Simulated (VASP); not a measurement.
Level of theory: PBE GGA, VASP's PBE PAW potentials (set 64) (plane waves; VASP).

The input files of a VASP run:

INCAR:
```
# general
SYSTEM  = PtSe2
PREC    = Accurate
ENCUT   = 300   # plane-wave cut-off (eV)
LREAL   = .False.
LASPH   = .True.

# electronic loop
EDIFF   = 1E-6   # SCF stop (eV)
NELM    = 100
ALGO    = Normal   # blocked Davidson
LMAXMIX = 6

# smearing
ISMEAR  = 0   # Gaussian
SIGMA   = 0.1

# functional
GGA     = PE   # PBE

# ions
ISIF    = 2

# output
LWAVE   = .False.
LCHARG  = .False.
```

### POSCAR
```
PtSe2
1
    3.6078860000     0.0000000000     0.0000000000
   -1.8039430000     3.1245210000     0.0000000000
    0.0000000000     0.0000000000    16.9820380000
Pt Se
1 2
Direct
  0.0000000000   0.0000000000   0.5000000000
  0.3333330000   0.6666670000   0.5878000000
  0.6666670000   0.3333330000   0.4122000000
```

### KPOINTS
```
kpoints
0
Gamma
  4 4 1
```

POTCAR, in this order: Pt Se (PBE.64 set). Program: vasp_std.

Output

File OUTCAR:
```
 ion  position               nearest neighbor table
   1  0.000  0.000  0.500-   2 2.56   3 2.56   3 2.56   2 2.56   3 2.56   2 2.56
   2  0.333  0.667  0.588-   1 2.56   1 2.56   1 2.56
   3  0.667  0.333  0.412-   1 2.56   1 2.56   1 2.56
  LATTYP: Found a hexagonal cell.
 ALAT       =     3.6078860000
 C/A-ratio  =     4.7069220036
 Subroutine PRICEL returns:
 Original cell was already a primitive cell.
 Subroutine GETGRP returns: Found 12 space group operations
The static configuration has the point symmetry D_3d.
The dynamic configuration has the point symmetry D_3d.
 Subroutine INISYM returns: Found 12 space group operations
 Subroutine IBZKPT returns following result:
 Found      4 irreducible k-points:

 Following reciprocal coordinates:
            Coordinates               Weight
  0.000000  0.000000  0.000000      1.000000
  0.250000  0.000000  0.000000      6.000000
  0.500000  0.000000  0.000000      3.000000
  0.250000  0.250000  0.000000      6.000000
   k-points           NKPTS =      4   k-points in BZ     NKDIM =      4   number of bands    NBANDS=     15
   number of dos      NEDOS =    301   number of ions     NIONS =      3
   total plane-waves  NPLWV =  38400
   dimension x,y,z NGX =    20 NGY =   20 NGZ =   96
   dimension x,y,z NGXF=    40 NGYF=   40 NGZF=  192
   ions per type =               1   2
   PREC   = accura    normal or accurate (medium, high low for compatibility)
   ISTART =      0    job   : 0-new  1-cont  2-samecut
   ICHARG =      2    charge: 1-file 2-atom 10-const
   ISPIN  =      1    spin polarized calculation?
   LNONCOLLINEAR =      F non collinear calculations
   LSORBIT =      F    spin-orbit coupling
   INIWAV =      1    electr: 0-lowe 1-rand  2-diag
   ENCUT  =  300.0 eV  22.05 Ry    4.70 a.u.   5.10  5.10 23.98*2*pi/ulx,y,z
   NELM   =    100;   NELMIN=  2; NELMDL= -5     # of ELM steps
   EDIFF  = 0.1E-05   stopping-criterion for ELM
   LREAL  =      F    real-space projection
   NLSPLINE    = F    spline interpolate recip. space projectors
...
```

**OSZICAR**
```
       N       E                     dE             d eps       ncg     rms          rms(c)
DAV:   1     0.132064894566E+03    0.13206E+03   -0.60350E+03   120   0.721E+02
DAV:   2    -0.461412881351E+01   -0.13668E+03   -0.13352E+03   177   0.173E+02
DAV:   3    -0.147116019816E+02   -0.10097E+02   -0.10044E+02   134   0.601E+01
DAV:   4    -0.148714301513E+02   -0.15983E+00   -0.15955E+00   163   0.812E+00
DAV:   5    -0.148739622783E+02   -0.25321E-02   -0.25320E-02   141   0.101E+00    0.117E+01
DAV:   6    -0.142507755823E+02    0.62319E+00   -0.47528E+00   127   0.213E+01    0.697E+00
DAV:   7    -0.140485697910E+02    0.20221E+00   -0.11954E+00   127   0.114E+01    0.315E+00
DAV:   8    -0.140176204240E+02    0.30949E-01   -0.74462E-02   162   0.256E+00    0.757E-01
DAV:   9    -0.140155483409E+02    0.20721E-02   -0.16160E-02   148   0.121E+00    0.234E-01
DAV:  10    -0.140153497138E+02    0.19863E-03   -0.30318E-03   169   0.477E-01    0.674E-02
DAV:  11    -0.140153262985E+02    0.23415E-04   -0.94395E-05   141   0.103E-01    0.386E-02
DAV:  12    -0.140153091170E+02    0.17182E-04   -0.10710E-04   141   0.541E-02    0.177E-02
DAV:  13    -0.140153161747E+02   -0.70578E-05   -0.18112E-05   162   0.359E-02    0.966E-03
DAV:  14    -0.140153538960E+02   -0.37721E-04   -0.13472E-05   127   0.151E-02    0.804E-03
DAV:  15    -0.140153756962E+02   -0.21800E-04   -0.73185E-06   148   0.107E-02    0.231E-03
DAV:  16    -0.140154084644E+02   -0.32768E-04   -0.22240E-06   124   0.813E-03    0.222E-03
DAV:  17    -0.140154323957E+02   -0.23931E-04   -0.93448E-07   117   0.508E-03    0.100E-03
DAV:  18    -0.140154459604E+02   -0.13565E-04   -0.51458E-07   102   0.288E-03    0.525E-04
DAV:  19    -0.140154492363E+02   -0.32759E-05   -0.12359E-07   109   0.149E-03    0.196E-04
DAV:  20    -0.140154501107E+02   -0.87437E-06   -0.27372E-08   102   0.525E-04
   1 F= -.14015450E+02 E0= -.14015450E+02  d E =-.495108E-08
```

**OUTCAR**
```
------------------------ aborting loop because EDIFF is reached ----------------------------------------
  FORCE on cell =-STRESS in cart. coord.  units (eV):
  Direction    XX          YY          ZZ          XY          YZ          ZX
  --------------------------------------------------------------------------------------
  Total        0.5081097      0.5081098     -3.5257445      0.0000000      0.0000000      0.0000000
  in kB        4.2524777      4.2524779    -29.5076996      0.0000000      0.0000000      0.0000000
  external PRESSURE =      -7.0009146 kB  Pullay stress =       0.0000000 kB
  volume of cell :      191.44
      direct lattice vectors                 reciprocal lattice vectors
     3.607886000  0.000000000  0.000000000     0.277170620  0.160024529  0.000000000
    -1.803943000  3.124521000  0.000000000     0.000000000  0.320049057  0.000000000
     0.000000000  0.000000000 16.982038000     0.000000000  0.000000000  0.058885747
 POSITION                                       TOTAL-FORCE (eV/Angst)
 -----------------------------------------------------------------------------------
      0.00000      0.00000      8.49102         0.000000      0.000000      0.000000
     -0.00000      2.08302      9.98204        -0.000000     -0.000000     -1.157841
      1.80394      1.04151      7.00000         0.000000      0.000000      1.157841
 -----------------------------------------------------------------------------------
    total drift:                                0.000000      0.000000      0.000000
  FREE ENERGIE OF THE ION-ELECTRON SYSTEM (eV)
  ---------------------------------------------------
  free  energy   TOTEN  =       -14.0154501107 eV

  energy  without entropy=      -14.0154501058  energy(sigma->0) =      -14.01545011
```
(Selected blocks of OUTCAR.)

At this cut-off the stress carries a Pulay error, which pulls relaxed volumes low. The cell holds a wide vacuum, so values per volume refer to the whole cell.

The cell is a sheet with vacuum, built from a generated structure.
